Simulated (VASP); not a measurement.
# What goes wrong when Cu (Copper) is relaxed with a bad input, part 2 of 2

Some relaxations of Cu (Copper) get a fault in the input on purpose. Which of them show, and how? The starting structure is a measured crystal structure from the Crystallography Open Database. The first relaxation on each setting starts from this cell expanded by 3 % in volume.

VASP 6.6.1.

Results so far: reference 11.32 Å³ an atom; a k mesh far too coarse 13.51 Å³ an atom; low precision and a small cutoff 10.30 Å³ an atom.

### 5. Relaxation with one electron too many

Level of this step: PBEsol; plane waves and PAW (Cu) (VASP).

A slip made on purpose: one electron too many. Against step 2 the input has NELECT = 12 (also changed: NELM).

The input, INCAR:

```
SYSTEM = Cu
PREC = Accurate
ENCUT = 450
EDIFF = 1E-06
NELM = 60
ISMEAR = 1
SIGMA = 0.15
LREAL = .FALSE.
ALGO = Normal
GGA = PS
NBANDS = 11
LORBIT = 11
LWAVE = .FALSE.
LCHARG = .FALSE.
KPAR = 4
IBRION = 2
NSW = 50
ISIF = 3
EDIFFG = -0.006
NELECT = 12
```

The input, POSCAR:

```
Cu
1.0
    0.0000000000      1.8253972035      1.8253972035
    1.8253972035      0.0000000000      1.8253972035
    1.8253972035      1.8253972035      0.0000000000
Cu
1
Direct
    0.0000000000      0.0000000000      0.0000000000
```

The input, KPOINTS:

```
Automatic mesh
0
Gamma
22 22 22
0 0 0
```

The projector-augmented-wave data sets are Cu (PBE family, release 64).

Run with:

```console
mpirun -np 4 vasp_std
```

The program printed:

```text
[... set-up lines as in an earlier step ...]
 entering main loop
       N       E                     dE             d eps       ncg     rms          rms(c)
DAV:   1     0.548553195297E+02    0.54855E+02   -0.58150E+03  7785   0.176E+03
DAV:   2     0.589914529720E+01   -0.48956E+02   -0.45697E+02  7360   0.217E+02
DAV:   3     0.484629574462E+01   -0.10528E+01   -0.10465E+01  8406   0.397E+01
DAV:   4     0.483972975436E+01   -0.65660E-02   -0.65652E-02  7984   0.272E+00
DAV:   5     0.483966176390E+01   -0.67990E-04   -0.67990E-04  8298   0.278E-01BRMIX: very serious problems
 the old and the new charge density differ
 old charge density:    11.00000 new   12.00000
BRMIX: very serious problems
 the old and the new charge density differ
 old charge density:    11.00000 new   12.00000
BRMIX: very serious problems
 the old and the new charge density differ
 old charge density:    11.00000 new   12.00000
BRMIX: very serious problems
 the old and the new charge density differ
 old charge density:    11.00000 new   12.00000
    0.497E+00
[...]
DAV:   8     0.452822610747E+01    0.18517E-01   -0.25328E-02  8307   0.420E+00    0.281E-01
DAV:   9     0.452965252232E+01    0.14264E-02   -0.16306E-02  8329   0.331E+00    0.112E-01
DAV:  10     0.452984105880E+01    0.18854E-03   -0.51271E-04  8382   0.590E-01    0.435E-02
DAV:  11     0.452987578352E+01    0.34725E-04   -0.19137E-04  8596   0.358E-01    0.511E-04
DAV:  12     0.452987574528E+01   -0.38242E-07   -0.11388E-06  5658   0.133E-02
   1 F= 0.45298757E+01 E0= 0.45299478E+01  d E =0.452988E+01
[... from here on, the cycles between the ionic steps are left out ...]
   2 F= 0.11384402E+02 E0= 0.11384269E+02  d E =0.685453E+01
   3 F= 0.16800341E+01 E0= 0.16799958E+01  d E =-.284984E+01
   4 F= 0.73558183E+00 E0= 0.73561356E+00  d E =-.379429E+01
   5 F= -.85371460E+00 E0= -.85357109E+00  d E =-.538359E+01
   6 F= 0.76961574E+00 E0= 0.76970480E+00  d E =-.376026E+01
   7 F= -.86757479E+00 E0= -.86745474E+00  d E =-.539745E+01
   8 F= -.87187613E+00 E0= -.87177717E+00  d E =-.540175E+01
   9 F= -.87060656E+00 E0= -.87053050E+00  d E =-.540048E+01
  10 F= -.86400449E+00 E0= -.86387596E+00  d E =0.660207E-02
  11 F= -.87210802E+00 E0= -.87201563E+00  d E =-.150145E-02
[...]
reached required accuracy - stopping structural energy minimisation
```

Wall time 74 s (4 MPI ranks of AMD EPYC 7R43, shared host); peak memory 0.51 GiB; 4.9 min of CPU time.

Parts of OUTCAR (step 5):

```text
  Total       -0.0046157     -0.0046157     -0.0046157      0.0000000      0.0000000      0.0000000
  in kB       -0.2509375     -0.2509375     -0.2509375      0.0000000      0.0000000      0.0000000
  external PRESSURE =      -0.2509375 kB  Pullay stress =       0.0000000 kB

 POSITION                                       TOTAL-FORCE (eV/Angst)
 -----------------------------------------------------------------------------------
      0.00000      0.00000      0.00000         0.000000      0.000000     -0.000000
 -----------------------------------------------------------------------------------
    total drift:                                0.000000     -0.000000      0.000000

  FREE ENERGIE OF THE ION-ELECTRON SYSTEM (eV)
  ---------------------------------------------------
  free  energy   TOTEN  =        -0.8721080154 eV

  energy  without entropy=       -0.8718308641  energy(sigma->0) =       -0.87201563

[... 2 parts as in an earlier step ...]

[... 2 further parts left out ...]
[key lines of the parts left out:]
E-fermi :   1.6706
```

With one electron too many the cell ends at 29.470 Å³ an atom, +160.43 % from the reference.

### 6. Relaxation with too few electronic steps

A slip made on purpose: too few electronic steps. Against step 2 the input has NELM = 4 (also changed: NSW).

INCAR, as its differences from that of step 5:

```diff
@@ -4,3 +4,3 @@
 EDIFF = 1E-06
-NELM = 60
+NELM = 4
 ISMEAR = 1
@@ -16,5 +16,4 @@
 IBRION = 2
-NSW = 50
+NSW = 30
 ISIF = 3
 EDIFFG = -0.006
-NELECT = 12
```

POSCAR is that of step 5.

KPOINTS is that of step 5.

Run with:

```console
mpirun -np 4 vasp_std
```

The program printed:

```text
[... set-up lines as in an earlier step ...]
 entering main loop
       N       E                     dE             d eps       ncg     rms          rms(c)
DAV:   1     0.381205070465E+02    0.38121E+02   -0.50516E+03  7785   0.148E+03
DAV:   2    -0.436387063081E+01   -0.42484E+02   -0.39657E+02  7360   0.191E+02
DAV:   3    -0.534474428224E+01   -0.98087E+00   -0.97598E+00  8406   0.367E+01
DAV:   4    -0.535082776271E+01   -0.60835E-02   -0.60827E-02  7984   0.250E+00
 -----------------------------------------------------------------------------
|                                                                             |
|           W    W    AA    RRRRR   N    N  II  N    N   GGGG   !!!           |
|           W    W   A  A   R    R  NN   N  II  NN   N  G    G  !!!           |
|           W    W  A    A  R    R  N N  N  II  N N  N  G       !!!           |
|           W WW W  AAAAAA  RRRRR   N  N N  II  N  N N  G  GGG   !            |
|           WW  WW  A    A  R   R   N   NN  II  N   NN  G    G                |
|           W    W  A    A  R    R  N    N  II  N    N   GGGG   !!!           |
[...]
|     E        R   R    R   R    O     O  R   R                               |
|     E        R    R   R    R   O     O  R    R      ###     ###     ###     |
|     EEEEEEE  R     R  R     R  OOOOOOO  R     R     ###     ###     ###     |
|                                                                             |
|     Orbital orthonormalization failed in the inversion of matrix            |
|     LAPACK: Routine ZPOTRF failed! kpoint: 1 spin: 1                        |
|                                                                             |
|     Possible solutions for this issue are:                                  |
|     - Please check whether the atoms are too close to each other.           |
|     - Decreasing POTIM might help during relaxations or MDs.                |
|     - Deleting CHGCAR or WAVECAR if incompatible with the structure.        |
|     - Try calculating without symmetrizing (ISYM = 0 or ISYM = -1).         |
|     - As last resort: using a different PAW for some of the atoms.          |
|                                                                             |
|       ---->  I REFUSE TO CONTINUE WITH THIS SICK JOB ... BYE!!! <----       |
|                                                                             |
 -----------------------------------------------------------------------------

1
1
1
1
```

Run time: 8.4 s. Hardware: 4 MPI ranks.

VASP stopped with this message: “Orbital orthonormalization failed in the inversion of matrix LAPACK: Routine ZPOTRF failed! kpoint: 1 spin: 1”.

### 7. All runs side by side

```tsv
run	ended	volume (Å³/atom)	change (%)	pressure left (GPa)	core minutes
reference	converged	11.316	-	0.03	3.6
a k mesh far too coarse	converged	13.512	19.41	-0.06	0.213
low precision and a small cutoff	converged	10.296	-9.02	-0.07	0.693
one electron too many	converged	29.47	160.43	-0.03	4.93
too few electronic steps	stopped by VASP	-	-	-	0.56
```

Core minutes are wall time times ranks, summed over the relaxations behind a row (those for a bulk modulus apart), on shared hosts.

### 8. Outcome

* volume of the reference: 11.32 Å³/atom
* volume against the reference, a k mesh far too coarse: +19.41 %
* volume against the reference, low precision and a small cutoff: -9.02 %
* volume against the reference, one electron too many: +160.43 %
* run with too few electronic steps: stopped by VASP

What this shows: VASP stopped by itself in the run with too few electronic steps. Finished, but with signs in the output that stand out against the reference: a k mesh far too coarse, with the volume changed by +19.4 % (signs: 15.8 GPa at the first ionic step (of the first relaxations, not shown; reference: -10.1 GPa) and a large entropy term in the energy); low precision and a small cutoff, with the volume changed by -9.0 % (signs: a warning on the charge density, -69.8 GPa at the first ionic step (of the first relaxations, not shown; reference: -10.1 GPa) and an energy that rises by up to 8.4 eV an atom on the way); one electron too many, with the volume changed by +160.4 % (signs: a warning on the charge density, 171.1 GPa at the first ionic step (of the first relaxations, not shown; reference: -10.1 GPa) and an energy that rises by up to 6.9 eV an atom on the way). The reference was restarted once and the runs with a slip weren't, so their cells may not have settled fully. Further runs on this material are not shown.

[Lines on the potential files, build, host, timing and source positions are cut from VASP's logs without a mark.]

[Logs are printed without paths, hosts, clocks, repeated set-up lines and the standing remarks that a program may print on its own settings, such as how far it seeks lower states.]

[Hosts, paths, dates, database ids (printed as entryN), source tags and the programs' standing remarks are cut or masked in the printed files.]
